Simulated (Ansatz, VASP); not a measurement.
# Cross-check of Ge (Germanium) between VASP and Ansatz

Wanted: the spread between two codes on one cell, functional and k mesh. The cell is taken from a series of runs on this material, whose earlier steps may have relaxed, scaled, displaced or heated it; both programs get it as it stands.

Main program and level: Ansatz 0.2.0; plane waves, with VASP 6.6.1 beside it; zone-centre phonons at PBEsol.

**1. Set-up**

The structure is cubic, space group Fd-3m (No. 227). Conventional cell: a = 5.520 Å, b = 5.520 Å, c = 5.520 Å, α = 90.00°, β = 90.00°, γ = 90.00°. Nearest to Ge lie 4 Ge at 2.39 Å.

**2. Ansatz: zone-centre phonons, PBEsol**

Ansatz runs on its PAW soft_1 files.

Second derivatives magnify differences that forces hide, and they need a tight electronic threshold.

Contents of input.yaml:

```yaml
crystal:
  lattice:
    - [0.0, 2.7600738198, 2.7600738198]
    - [2.7600738198, 0.0, 2.7600738198]
    - [2.7600738198, 2.7600738198, 0.0]
  atoms:
    - { symbol: Ge, position: [0.5, 0.5, 0.5] }
    - { symbol: Ge, position: [0.75, 0.75, 0.75] }
kpoints:
  mp_grid: { grid: [16, 16, 16] }
hamiltonian:
  xc: pbesol
  pseudopotentials: { kind: paw, azcp: { folder: soft_1 }, xc_functional: pbe }
scf:
  occupations: { method: fixed }
output:
  eigenvalues: true
phonons:
  method: dfpt
```

Command:

```bash
$ ansatz run input.yaml --threads 4 --pin off --max-ram 10240MiB --backend cpu --events-out ev --progress --plain --runs-dir out
```

Numbers of over 12 decimals in the logs are rounded to 6 here.

The program printed:

```text
zone centre: on kpoints.mp_grid the ground state, and the responses unless they are solved on pairs of k-points, stand on 349 of the mesh's 4096 k-points, reduced under 8 symmetry operations, with k and −k counted as one. Each operation leaves every solved displacement unchanged or reverses it
Engine: ansatz 0.2.0, x86_64-unknown-linux-gnu
Pseudopotentials: kind: paw
Pseudopotential: Ge, paw, valence charge 14, recommended cutoff 420 eV (normal), soft_1/Ge.paw.azcp
Functional definition: PBEsol
  exchange = pbesol_x
  correlation = pbesol_c
Crystal: 2 atoms, lattice volume = 42.053 Å³
Basis set: ecut = 420 eV, 869 PW (Γ), exchange–correlation on 64×64×64 points (8 copies of the dense FFT grid, shifted against one another)
Bands: 18, of which v1, the nominal top of the filled ones, is band 14 counted from 1 (13 counted from 0)
Symmetry: 48 space group operations
k-points: 349 of 4096 (irreducible under 8 space group operations, time reversal used)
Non-local potential: Ge, projectors of the file, l = 0: 2, l = 1: 2, l = 2: 3, l = 3: 1
PAW form: soft (Blöchl's): semilocal exchange-correlation on the pseudo side does not see the compensation charge
PAW frozen core: Ge, regenerated for the run's functional, and the local potential with it (the file was generated under x = pbe(κ = 0.804, μ = 0.219515), c = pbe(β = 0.066725))
PAW one-centre angular grid: Ge, 590 points (default); XC on 64 Gauss nodes
Initial density: superposition of atomic densities (chi_scale 0.1, normalization cell)
Initial wavefunctions: pseudopotential atomic-orbital guess
Functional: x = pbesol(κ = 0.804, μ = 0.123457), c = pbesol(β = 0.046)
SCF iter   1: F=—  HF=-8507.016703 eV  |F-HF|=—  |Δ(HF+E_count)|=         —  Δρ=3.89e-2  dr2=5.06e-1  ethr=3.10e-3  ⟨swp⟩=4.3  Hψ=26174  notcnv=0  defer=520
preconditioner: auto → none  [insulator: Δε(μ)=0.446 eV  Ē_g=23.627 eV  n_scr=14 (ndim 8)  ℏωp=30.3 eV  f_vac=0.000  ε∞_Penn≈2.6]
SCF iter   2: F=—  HF=-8506.941339 eV  |F-HF|=—  |Δ(HF+E_count)|=   7.54e-2  Δρ=1.82e-2  dr2=9.04e-2  ethr=1.81e-3  ⟨swp⟩=1.9  Hψ=9676  notcnv=0  defer=658
SCF iter   3: F=—  HF=-8506.935277 eV  |F-HF|=—  |Δ(HF+E_count)|=   6.06e-3  Δρ=2.19e-3  dr2=5.28e-4  ethr=3.23e-4  ⟨swp⟩=2.1  Hψ=8432  notcnv=0  defer=686
SCF iter   4: F=—  HF=-8506.935481 eV  |F-HF|=—  |Δ(HF+E_count)|=   2.04e-4  Δρ=4.68e-4  dr2=7.50e-5  ethr=1.89e-6  ⟨swp⟩=2.0  Hψ=11878  notcnv=0  defer=686
SCF iter   5: F=—  HF=-8506.935297 eV  |F-HF|=—  |Δ(HF+E_count)|=   1.84e-4  Δρ=7.11e-5  dr2=1.20e-6  ethr=2.68e-7  ⟨swp⟩=2.0  Hψ=11878  notcnv=0  defer=686
SCF iter   6: F=—  HF=-8506.935295 eV  |F-HF|=—  |Δ(HF+E_count)|=   1.96e-6  Δρ=3.13e-5  dr2=2.12e-7  ethr=4.30e-9  ⟨swp⟩=2.0  Hψ=11108  notcnv=0  defer=6
SCF iter   7: F=—  HF=-8506.935295 eV  |F-HF|=—  |Δ(HF+E_count)|=   1.67e-7  Δρ=2.98e-6  dr2=1.89e-9  ethr=7.57e-10  ⟨swp⟩=2.0  Hψ=11168  notcnv=0  defer=6
SCF iter   8: F=-8506.935295 eV  HF=-8506.935295 eV  |F-HF|=0.00e0  |Δ(HF+E_count)|=   1.56e-9  Δρ=4.67e-8  dr2=5.79e-13  ethr=1.00e-12  ⟨swp⟩=7.9  Hψ=36298  notcnv=0
SCF 1 converged in 8 iterations: F = -8506.935295 eV  dr2 = 5.79e-13
  greatest PAW one-centre occupation: 0.998 electrons in one spin orbital (limit 2), on the Ge atom at site 1 (counted from 0), in its partial waves of l = 2
DFPT response loops at Γ: preconditioner auto → none (the input reference at scf.mixing.eps_inf says where Resta's filter doesn't serve); β = 0.50; Broyden in place of MSR1
SCF converged after 8 iterations
Free energy (F): -8506.935295 eV
Harris-Foulkes:  -8506.935295 eV  (|F-HF|=0.00e0)
Internal energy: -8506.935295 eV  (E = F + TS)
E sigma→0 (E₀):  -8506.935295 eV
Fermi energy:    9.425963 eV
--- Per-component energies (eV) ---
  E_band       = -279.282183
  E_kinetic    = 188.092502
  E_local      = -4396.633870  (includes V_loc(G=0)·N_el)
  E_nonlocal   = 439.781354
  E_hartree    = 2102.930814
  E_xc         = -143.342783
  E_vxc        = -131.852627  (∫ρ·V_xc dr)
  E_paw        = -3945.447437  (= ΣΔE_a)
  E_vpaw       = -584.531211  (= ΣTr[D̂ρ^β])
  E_aug_tail   = 0.000038  (compensation charges beyond the density's cutoff)
  E_ewald      = -2754.151788
  E_core_change = 1.835876  (= ΣΔE_core)
  E_smearing   = -0.000000  (= −TS)
  E_closure    = -0.000000  (closes the sum)
  Σ components = -8506.935295   (vs F -8506.935295, Δ=0.00e0)
--- Band table (eV; the first three rows and the last of 349) ---
  k-point 0: bands = [... 10 lower, -3.9558, 9.4260, 9.4260, 9.4260, 10.0983, 11.9779, 11.9779, 11.9779]
  k-point 1: bands = [... 10 lower, -3.9044, 8.4455, 9.3154, 9.3154, 10.6785, 12.1231, 12.1231, 12.2386]
  k-point 2: bands = [... 10 lower, -3.7513, 7.1249, 9.0531, 9.0531, 10.7659, 12.4695, 12.4695, 13.1310]
  k-point 348: bands = [... 10 lower, 0.3539, 0.3539, 5.1211, 5.1211, 14.0032, 14.0032, 14.1032, 14.1032]
--- Phonons (Γ-DFPT): 1 representative perturbation + reference, on 349 of 4096 k-points (Σ response iterations 3) ---
  k mesh reduced under 8 symmetry operations, with k and −k counted as one. Each operation leaves every solved displacement unchanged or reverses it
  ASR residual: 1.118e-5 → 0.000e0 eV/Å²; symmetrization residual: 1.367e-12 eV/Å²
  ASR residual per site (eV/Å²): 1.12e-5 1.12e-5
  Γ frequencies (cm⁻¹): 0.00 0.00 0.00 315.36 315.36 315.36
  non-analytic LO–TO correction: not included (Born effective charges unavailable; polar crystals: no LO–TO splitting at Γ)
```

**3. VASP: zone-centre phonons, PBEsol**

The same cell, functional and mesh now go to VASP, with its own data sets.

Lines of VASP's logs that name or quote its potential files are left out, and so is its time.

Contents of INCAR:

```
SYSTEM = Ge
PREC = Accurate
ENCUT = 500
EDIFF = 1E-08
NELM = 120
ISMEAR = 0
SIGMA = 0.01
LREAL = .FALSE.
ALGO = Normal
GGA = PS
NBANDS = 20
LORBIT = 11
LWAVE = .FALSE.
LCHARG = .FALSE.
ISIF = 2
IBRION = 8
LASPH = .TRUE.
GGA_COMPAT = .FALSE.
EFERMI = MIDGAP
KPAR = 2
```

Contents of POSCAR:

```
Ge
1.0
    0.0000000000      2.7600738198      2.7600738198
    2.7600738198      0.0000000000      2.7600738198
    2.7600738198      2.7600738198      0.0000000000
Ge
2
Direct
    0.5000000000      0.5000000000      0.5000000000
    0.7500000000      0.7500000000      0.7500000000
```

Contents of KPOINTS:

```
Automatic mesh
0
Gamma
16 16 16
0 0 0
```

The projector-augmented-wave data sets are Ge_d (PBE family, release 64).

Command:

```bash
$ mpirun -np 2 vasp_std
```

The program printed:

```text
[banner, memory and clock lines left out]
running    2 mpi-ranks, on    1 nodes
 distrk:  each k-point on    1 cores,    2 groups
 distr:  one band on    1 cores,    1 groups

 POSCAR found type information on POSCAR Ge
 POSCAR found :  1 types and       2 ions
|                                                                             |
|               ----> ADVICE to this user running VASP <----                  |
|                                                                             |
|     You enforced a specific xc type in the INCAR file but a different       |
|     [... a line on the potential file left out ...]
|     I HOPE YOU KNOW WHAT YOU ARE DOING!                                     |
|                                                                             |

 LDA part: xc-table for (Slater+PW92), standard interpolation
 POSCAR, INCAR and KPOINTS ok, starting setup
 FFT: planning ... GRIDC
 FFT: planning ... GRID_SOFT
 FFT: planning ... GRID
 WAVECAR not read
 entering main loop
       N       E                     dE             d eps       ncg     rms          rms(c)
DAV:   1     0.180591646206E+03    0.18059E+03   -0.14484E+04  6308   0.383E+03
DAV:   2     0.147997626735E+02   -0.16579E+03   -0.16149E+03  5824   0.588E+02
DAV:   3    -0.924847079993E+01   -0.24048E+02   -0.23899E+02  6576   0.142E+02
DAV:   4    -0.997912001796E+01   -0.73065E+00   -0.73017E+00  6500   0.292E+01
DAV:   5    -0.999079216356E+01   -0.11672E-01   -0.11672E-01  6516   0.400E+00    0.361E+00
DAV:   6    -0.986232684809E+01    0.12847E+00   -0.42372E-02  6920   0.233E+00    0.205E+00
DAV:   7    -0.980207644285E+01    0.60250E-01   -0.76245E-02  6036   0.257E+00    0.161E-01
DAV:   8    -0.980319114123E+01   -0.11147E-02   -0.72568E-03  6640   0.114E+00    0.554E-02
DAV:   9    -0.980332112810E+01   -0.12999E-03   -0.19356E-04  6276   0.156E-01    0.911E-03
DAV:  10    -0.980332349700E+01   -0.23689E-05   -0.11391E-05  8564   0.409E-02    0.535E-03
DAV:  11    -0.980332467590E+01   -0.11789E-05   -0.25390E-06  6464   0.162E-02    0.209E-03
DAV:  12    -0.980332450650E+01    0.16940E-06   -0.21277E-07  7764   0.868E-03    0.661E-04
DAV:  13    -0.980332444806E+01    0.58440E-07   -0.11588E-08  4284   0.213E-03    0.280E-04
DAV:  14    -0.980332440631E+01    0.41743E-07   -0.37672E-09  3604   0.550E-04    0.575E-05
DAV:  15    -0.980332441209E+01   -0.57717E-08   -0.34796E-10  3436   0.224E-04
   1 F= -.98033244E+01 E0= -.98033244E+01  d E =-.106663-144
 Linear response reoptimize wavefunctions to high precision
DAV:   1    -0.980332441679E+01   -0.47057E-08   -0.53288E-11  3532   0.101E-04
DAV:   2    -0.980332441680E+01   -0.12733E-10   -0.15009E-11  3260   0.492E-05
 Linear response DOF=           1
 Linear response progress:
  Degree of freedom:   1/  1
       N       E                     dE             d eps       ncg     rms          rms(c)
RMM:   1    -0.186126797162E+00   -0.18613E+00    0.88103E+00 29533   0.460E+01
RMM:   2    -0.193495495118E+00   -0.73687E-02   -0.14590E-02 40136   0.120E+00    0.817E-02
RMM:   3    -0.193597688160E+00   -0.10219E-03   -0.11418E-03 43264   0.337E-01    0.473E-02
RMM:   4    -0.193549786542E+00    0.47902E-04   -0.71637E-05 45507   0.817E-02    0.490E-03
RMM:   5    -0.193552074136E+00   -0.22876E-05    0.78826E-07 43712   0.171E-02    0.276E-03
RMM:   6    -0.193558615429E+00   -0.65413E-05   -0.20089E-07 44549   0.484E-03    0.331E-04
RMM:   7    -0.193557455296E+00    0.11601E-05    0.11677E-07 45337   0.137E-03    0.187E-04
RMM:   8    -0.193555817435E+00    0.16379E-05   -0.15640E-08 45670   0.543E-04    0.347E-05
RMM:   9    -0.193555802103E+00    0.15332E-07    0.29594E-08 46489   0.224E-04    0.200E-05
RMM:  10    -0.193555897543E+00   -0.95440E-07   -0.17013E-08 46751   0.124E-04    0.494E-06
RMM:  11    -0.193555927351E+00   -0.29807E-07   -0.31588E-08 47809   0.847E-05    0.228E-06
RMM:  12    -0.193555946603E+00   -0.19253E-07   -0.27205E-08 43436   0.696E-05    0.949E-07
RMM:  13    -0.193555953104E+00   -0.65010E-08   -0.53772E-09 36030   0.633E-05    0.267E-07
 first order change of Fermi-energy  -0.16038E+01
 force on displaced ion       1 direction 1 : -13.367   0.000   0.000
 Linear response finished
```

From OUTCAR (step 3):

```text
ion  position               nearest neighbor table
   1  0.500  0.500  0.500-   2 2.39   2 2.39   2 2.39   2 2.39
   2  0.750  0.750  0.750-   1 2.39   1 2.39   1 2.39   1 2.39

  LATTYP: Found a face centered cubic cell.
 ALAT       =     5.5201476396

 Subroutine GETGRP returns: Found 48 space group operations
 (whereof 24 operations were pure point group operations)

The static configuration has the point symmetry T_d .
 The point group associated with its full space group is O_h .

 Found    145 irreducible k-points:

   k-points           NKPTS =    145   k-points in BZ     NKDIM =    145   number of bands    NBANDS=     20

   dimension x,y,z NGX =    28 NGY =   28 NGZ =   28
   dimension x,y,z NGXF=    56 NGYF=   56 NGZF=   56

   ENCUT  =  500.0 eV  36.75 Ry    6.06 a.u.   7.12  7.12  7.12*2*pi/ulx,y,z

   NELECT =      28.0000    total number of electrons

 k-points in reciprocal lattice and weights: Automatic mesh
   0.00000000  0.00000000  0.00000000       0.000
   0.06250000  0.00000000  0.00000000       0.002
   0.12500000  0.00000000  0.00000000       0.002
   0.18750000  0.00000000  0.00000000       0.002
   0.25000000  0.00000000  0.00000000       0.002
   0.31250000  0.00000000  0.00000000       0.002
   0.37500000  0.00000000  0.00000000       0.002
   0.43750000  0.00000000  0.00000000       0.002
   0.50000000  0.00000000  0.00000000       0.001
[...]
-0.31250000  0.50000000  0.18750000       0.003
  -0.25000000  0.50000000  0.25000000       0.001

 average (electrostatic) potential at core
       1 -73.5001       2 -73.5001

  Total        1.7627184      1.7627184      1.7627184     -0.0000000      0.0000000     -0.0000000
  in kB       67.1585689     67.1585689     67.1585689     -0.0000000      0.0000000     -0.0000000
  external PRESSURE =      67.1585689 kB  Pullay stress =       0.0000000 kB

  energy-cutoff  :      500.00
  volume of cell :       42.05
      direct lattice vectors                 reciprocal lattice vectors
     0.000000000  2.760073820  2.760073820    -0.181154575  0.181154575  0.181154575
     2.760073820  0.000000000  2.760073820     0.181154575 -0.181154575  0.181154575
     2.760073820  2.760073820  0.000000000     0.181154575  0.181154575 -0.181154575

 POSITION                                       TOTAL-FORCE (eV/Angst)
 -----------------------------------------------------------------------------------
      2.76007      2.76007      2.76007         0.000000      0.000000      0.000000
      4.14011      4.14011      4.14011        -0.000000     -0.000000     -0.000000
 -----------------------------------------------------------------------------------
    total drift:                                0.000000      0.000000      0.000000

 Eigenvectors and eigenvalues of the dynamical matrix
 ----------------------------------------------------

   1 f  =    9.486112 THz    59.603001 2PiTHz  316.422646 cm-1    39.231390 meV
             X         Y         Z           dx          dy          dz
      2.760074  2.760074  2.760074     0.000000   -0.707107    0.000000
      4.140111  4.140111  4.140111     0.000000    0.707107    0.000000

   2 f  =    9.486112 THz    59.603001 2PiTHz  316.422646 cm-1    39.231390 meV
             X         Y         Z           dx          dy          dz
      2.760074  2.760074  2.760074    -0.707107    0.000000    0.000000
      4.140111  4.140111  4.140111     0.707107    0.000000    0.000000

   3 f  =    9.486112 THz    59.603001 2PiTHz  316.422646 cm-1    39.231390 meV
             X         Y         Z           dx          dy          dz
      2.760074  2.760074  2.760074     0.000000    0.000000   -0.707107
      4.140111  4.140111  4.140111     0.000000    0.000000    0.707107

   4 f  =    0.000000 THz     0.000000 2PiTHz    0.000000 cm-1     0.000000 meV
             X         Y         Z           dx          dy          dz
      2.760074  2.760074  2.760074     0.707107    0.000000    0.000000
      4.140111  4.140111  4.140111     0.707107    0.000000    0.000000

   5 f  =    0.000000 THz     0.000000 2PiTHz    0.000000 cm-1     0.000000 meV
             X         Y         Z           dx          dy          dz
      2.760074  2.760074  2.760074     0.000000    0.707107    0.000000
      4.140111  4.140111  4.140111     0.000000    0.707107    0.000000

   6 f  =    0.000000 THz     0.000000 2PiTHz    0.000000 cm-1     0.000000 meV
             X         Y         Z           dx          dy          dz
      2.760074  2.760074  2.760074     0.000000    0.000000    0.707107
      4.140111  4.140111  4.140111     0.000000    0.000000    0.707107

 ELASTIC MODULI CONTR FROM IONIC RELAXATION (kBar)
 Direction    XX          YY          ZZ          XY          YZ          ZX
 --------------------------------------------------------------------------------
 XX          -0.0000     -0.0000     -0.0000     -0.0000      0.0000      0.0000
 YY          -0.0000     -0.0000     -0.0000     -0.0000     -0.0000      0.0000
 ZZ          -0.0000     -0.0000     -0.0000     -0.0000     -0.0000      0.0000
 XY          -0.0000     -0.0000     -0.0000   -345.2605      0.0000      0.0000
 YZ           0.0000     -0.0000     -0.0000      0.0000   -345.2605      0.0000
 ZX           0.0000      0.0000      0.0000      0.0000      0.0000   -345.2605
 --------------------------------------------------------------------------------
```

**4. Side by side**

Known differences besides the potentials themselves: fixed occupations in Ansatz, narrow Gaussian smearing in VASP; the cutoff is 420 eV in Ansatz and 500 eV in VASP; Ansatz makes its cores anew for this functional, VASP keeps those of its PBE data sets. Total energies have different zeros and are not compared.

The two programs side by side:

```tsv
quantity	Ansatz	VASP	difference
optical mode 1 to 3 (cm⁻¹)	315.4	316.4	-0.34 %
```

Modes are paired by rising frequency, not by their patterns, so a pair may set unlike modes beside each other; they are those without the splitting of longitudinal modes.

**5. Results**

* r.m.s. difference of the optical zone-centre modes, each program's sorted by frequency (zone-centre phonons, PBEsol): 1.1 cm⁻¹

**Reading.** The r.m.s. difference of the optical zone-centre modes, each program's sorted by frequency is 1.1 cm⁻¹ (zone-centre phonons, PBEsol). How closely two codes agree says nothing of how well the functional describes the real material.

[Lines on the potential files, build, host, timing and source positions are cut from VASP's logs without a mark.]

[Logs are printed without paths, hosts, clocks, repeated set-up lines and the standing remarks that a program may print on its own settings, such as how far it seeks lower states.]

[Hosts, paths, dates, database ids (printed as entryN), source tags and the programs' standing remarks are cut or masked in the printed files.]
